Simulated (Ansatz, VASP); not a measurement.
# Rb3SI in VASP and in Ansatz

The input INCAR:

```
ALGO = Fast
EDIFF = 1E-6
ENCUT = 520
GGA = PS
ISIF = 2
ISMEAR = 0
LASPH = T
LCHARG = F
LREAL = F
LWAVE = F
NBANDS = 28
NELM = 100
PREC = Accurate
SIGMA = 0.02
```

KPOINTS

```
k-points
0
Gamma
  6 6 6
```

Contents of POSCAR:

```
Rb3SI
1.0
    6.2107000000      0.0000000000      0.0000000000
    0.0000000000      6.2107000000      0.0000000000
    0.0000000000      0.0000000000      6.2107000000
I S Rb
1 1 3
Direct
    0.0000000000      0.0000000000      0.0000000000
    0.5000000000      0.5000000000      0.5000000000
    0.5000000000      0.5000000000      0.0000000000
    0.5000000000      0.0000000000      0.5000000000
    0.0000000000      0.5000000000      0.5000000000
```

Input for Ansatz:

```yaml
crystal:
  lattice:
    - [6.2107, 0.0, 0.0]
    - [0.0, 6.2107, 0.0]
    - [0.0, 0.0, 6.2107]
  atoms:
    - { symbol: I, position: [0.0, 0.0, 0.0] }
    - { symbol: S, position: [0.5, 0.5, 0.5] }
    - { symbol: Rb, position: [0.5, 0.5, 0.0] }
    - { symbol: Rb, position: [0.5, 0.0, 0.5] }
    - { symbol: Rb, position: [0.0, 0.5, 0.5] }
basis:
  ecutwfc: 420
kpoints:
  mp_grid: { grid: [6, 6, 6] }
hamiltonian:
  xc: pbesol
scf:
  occupations: { method: gaussian, width: 0.02 }
output:
  forces: true
  stress: true
  eigenvalues: true
```

Alike in both runs: task single point; functional PBEsol; k mesh 6 × 6 × 6; occupations gaussian, width 0.02 eV; no spin polarisation.

|  | VASP | Ansatz |
| --- | --- | --- |
| version | VASP 6.6.1 | Ansatz 0.2.0 |
| potentials or method | VASP PAW PBE potentials, release 64 (I, S, Rb_sv) | scalar-relativistic, plane waves, PAW |
| plane-wave cutoff (eV) | 520 | 420 |
| valence electrons in the cell | 40 | 50 |

VASP gave:

| Item | Value |
| --- | --- |
| gap on the k mesh at the Fermi level (eV) | 1.26 |
| least direct gap on the mesh (eV) | 1.26 |
| pressure (GPa) | 0.1 |

Problem. What did Ansatz give for the same quantities?

Solution. gap on the k mesh at the Fermi level (eV): 1.27; least direct gap on the mesh (eV): 1.27; pressure (GPa): 0.1.

The functional is the same, so the differences come from potentials, cutoffs and numerics. The two sets of potentials don't hold the same shells in valence.

Caveats: the PAW data sets were made with another functional, which shifts forces and pressure a little (VASP); spin-orbit coupling is left out, which moves the levels of the heavy elements. As with any semilocal functional, this PBEsol gap is likely too small. A k mesh can miss the band edges.
